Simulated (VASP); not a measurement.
VASP runs on Ge (space group Fd-3m) share one base input (PBE GGA, plane waves, VASP's PBE PAW potentials (set 64)) and change the settings named in each case.

INCAR:
```
ALGO  =  Normal
EDIFF  =  1E-6
ENCUT  =  300
GGA  =  PE
ISIF  =  2
ISMEAR  =  -1
LASPH  =  .TRUE.
LCHARG  =  .FALSE.
LMAXMIX  =  4
LREAL  =  .FALSE.
LWAVE  =  .FALSE.
NELM  =  100
PREC  =  Accurate
SIGMA  =  0.02
SYSTEM  =  Ge
```

### KPOINTS
```
Automatic mesh
0
Gamma
5 5 5
0 0 0
```

**POSCAR**
```
Ge
1.0
  0.0000000000   2.8290000000   2.8290000000
  2.8290000000   0.0000000000   2.8290000000
  2.8290000000   2.8290000000   0.0000000000
Ge
2
direct
  0.0000000000   0.0000000000   0.0000000000
  0.2500000000   0.2500000000   0.2500000000
```

POTCAR, in this order: Ge_d (PBE.64 set). Program: vasp_std.

| change | E(σ→0) (eV/atom) | pressure (GPa) | −TS (eV) |
|---|---|---|---|
| base run | -4.4515 | 2.25 | -0.0006 |
| GGA removed, POTCAR Ge_d (LDA.64 set) | -5.1390 | [?] | -0.0006 |
| GGA_COMPAT = .FALSE., LNONCOLLINEAR = .TRUE., LSORBIT = .TRUE., MAGMOM = 0.0 0.0 0.0 0.0 0.0 0.0, program vasp_ncl | -4.4609 | 2.51 | -0.0005 |
| KPOINTS 6×6×6 Γ-centred mesh | -4.4799 | 2.10 | -0.0004 |

Q: What belongs in the gaps?

A: 
- GGA removed, POTCAR Ge_d (LDA.64 set), pressure (GPa): -2.27

Energies of different potentials or functionals have different zeros.  At 300 eV the pressure can carry a Pulay error.

Left out are runs that ran out of time, are held back, or changed the cell or the kind of run, fixed moments of cells without a moment, rows past the twelfth, gaps on odd meshes, pressures of charged cells and columns that move by less than the noise.

The structure is a typed Ge crystal (Fd-3m). The cell was not relaxed at this level.
